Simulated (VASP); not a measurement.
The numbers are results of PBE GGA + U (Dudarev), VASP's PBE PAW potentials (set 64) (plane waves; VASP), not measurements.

A VASP calculation is set up with these files.

POSCAR:
```
Pt3Ti
1
    4.0327610000     0.0000000000     0.0000000000
    0.0000000000     3.8201800000     0.0000000000
    0.0000000000     0.0000000000     3.9250140000
Ti Pt
1 3
Direct
  0.0000000000   0.0000000000   0.0000000000
  0.0000000000   0.5000000000   0.5000000000
  0.5000000000   0.0000000000   0.5000000000
  0.5053360000   0.5000000000   0.0000000000
```

File KPOINTS:
```
Automatic mesh
0
Gamma
7 7 7
0 0 0
```

**INCAR**
```
SYSTEM = Pt3Ti
PREC = Accurate
ENCUT = 400
EDIFF = 1E-6
NELM = 100
ALGO = Normal
LREAL = .FALSE.
LASPH = .TRUE.
ISMEAR = 1
SIGMA = 0.1
GGA = PE
LMAXMIX = 6
LWAVE = .FALSE.
LCHARG = .FALSE.
ISIF = 2
LDAU = .TRUE.
LDAUTYPE = 2
LDAUL = 2 -1
LDAUU = 1.0 0
LDAUJ = 0 0
LDAUPRINT = 1
LORBIT = 10
```

POTCAR, in this order: Ti_sv Pt (PBE.64 set). Program: vasp_std.

The resulting files:

OUTCAR:
```
 ion  position               nearest neighbor table
   1  0.000  0.000  0.000-   2 2.74   2 2.74   2 2.74   2 2.74   4 2.76   4 2.76   4 2.79   4 2.79
                             3 2.81   3 2.81   3 2.81   3 2.81
   2  0.000  0.500  0.500-   1 2.74   1 2.74   1 2.74   1 2.74   3 2.78   3 2.78   3 2.78   3 2.78
                             4 2.80   4 2.80   4 2.83   4 2.83
   3  0.500  0.000  0.500-   4 2.74   4 2.74   4 2.74   4 2.74   2 2.78   2 2.78   2 2.78   2 2.78
                             1 2.81   1 2.81   1 2.81   1 2.81
   4  0.505  0.500  0.000-   3 2.74   3 2.74   3 2.74   3 2.74   1 2.76   1 2.76   1 2.79   1 2.79
                             2 2.80   2 2.80   2 2.83   2 2.83
  LATTYP: Found a simple orthorhombic cell.
 ALAT       =     3.8201800000
 B/A-ratio  =     1.0274421624
 C/A-ratio  =     1.0556468543
 Subroutine PRICEL returns:
 Original cell was already a primitive cell.
 Subroutine GETGRP returns: Found  4 space group operations
The static configuration has the point symmetry C_2v.
The dynamic configuration has the point symmetry C_2v.
 Subroutine INISYM returns: Found  4 space group operations
 Subroutine IBZKPT returns following result:
 Found     64 irreducible k-points:

 Following reciprocal coordinates:
            Coordinates               Weight
  0.000000  0.000000  0.000000      1.000000
...
```

### OSZICAR
```
       N       E                     dE             d eps       ncg     rms          rms(c)
DAV:   1     0.338372700192E+03    0.33837E+03   -0.18169E+04  3200   0.150E+03
DAV:   2    -0.282583404596E+01   -0.34120E+03   -0.33411E+03  3497   0.404E+02
DAV:   3    -0.312762452498E+02   -0.28450E+02   -0.27467E+02  4615   0.102E+02
DAV:   4    -0.320791792670E+02   -0.80293E+00   -0.79999E+00  3813   0.183E+01
DAV:   5    -0.321043098760E+02   -0.25131E-01   -0.25117E-01  4579   0.319E+00    0.216E+01
DAV:   6    -0.301346482902E+02    0.19697E+01   -0.23387E+01  4520   0.344E+01    0.142E+01
DAV:   7    -0.296648922923E+02    0.46976E+00   -0.30711E+01  4627   0.339E+01    0.102E+01
DAV:   8    -0.288794410046E+02    0.78545E+00   -0.18032E+00  4511   0.106E+01    0.425E+00
DAV:   9    -0.287762800801E+02    0.10316E+00   -0.13462E+00  4769   0.681E+00    0.153E+00
DAV:  10    -0.287703529975E+02    0.59271E-02   -0.55922E-02  3916   0.202E+00    0.115E+00
DAV:  11    -0.287578261459E+02    0.12527E-01   -0.50656E-02  4642   0.157E+00    0.340E-01
DAV:  12    -0.287571863917E+02    0.63975E-03   -0.25594E-03  4695   0.302E-01    0.162E-01
DAV:  13    -0.287570438025E+02    0.14259E-03   -0.16060E-03  4748   0.265E-01    0.662E-02
DAV:  14    -0.287570163966E+02    0.27406E-04   -0.10878E-04  3908   0.945E-02    0.205E-02
DAV:  15    -0.287570149119E+02    0.14847E-05   -0.19100E-05  4453   0.320E-02    0.392E-03
DAV:  16    -0.287570151932E+02   -0.28130E-06   -0.89368E-07  1957   0.857E-03
   1 F= -.28757015E+02 E0= -.28757107E+02  d E =0.274532E-03
```

### OUTCAR
```
------------------------ aborting loop because EDIFF is reached ----------------------------------------
  FORCE on cell =-STRESS in cart. coord.  units (eV):
  Direction    XX          YY          ZZ          XY          YZ          ZX
  --------------------------------------------------------------------------------------
  Total        0.1143381      3.4976790      1.9253290      0.0000000      0.0000000      0.0000000
  in kB        3.0295220     92.6750890     51.0138385      0.0000000      0.0000000      0.0000000
  external PRESSURE =      48.9061498 kB  Pullay stress =       0.0000000 kB
  volume of cell :       60.47
      direct lattice vectors                 reciprocal lattice vectors
     4.032761000  0.000000000  0.000000000     0.247969071  0.000000000  0.000000000
     0.000000000  3.820180000  0.000000000     0.000000000  0.261767770  0.000000000
     0.000000000  0.000000000  3.925014000     0.000000000  0.000000000  0.254776161
 POSITION                                       TOTAL-FORCE (eV/Angst)
 -----------------------------------------------------------------------------------
      0.00000      0.00000      0.00000         0.046234      0.000000      0.000000
      0.00000      1.91009      1.96251         0.114426      0.000000      0.000000
      2.01638      0.00000      1.96251        -0.024264      0.000000      0.000000
      2.03790      1.91009      0.00000        -0.136395      0.000000      0.000000
 -----------------------------------------------------------------------------------
    total drift:                                0.000008     -0.000000     -0.000001
  FREE ENERGIE OF THE ION-ELECTRON SYSTEM (eV)
  ---------------------------------------------------
  free  energy   TOTEN  =       -28.7570151932 eV

  energy  without entropy=      -28.7572897256  energy(sigma->0) =      -28.75710670

 total charge

# of ion       s       p       d       tot
------------------------------------------
    1        2.212   6.158   1.741  10.111
    2        0.694   0.651   8.063   9.408
    3        0.690   0.665   8.061   9.416
    4        0.693   0.659   8.061   9.413
--------------------------------------------------
tot          4.289   8.133  25.926  38.348
```
(Selected blocks of OUTCAR.)

The compound is Pt3Ti in the L1_2 structure. The cell was not relaxed at this level, atoms are displaced from their ideal sites. The run is one of a series of settings (LDAU = .TRUE., LDAUJ = 0 0, LDAUL = 2 -1, LDAUTYPE = 2, LDAUU = 1.0 0 against the base run), some of them coarse on purpose.
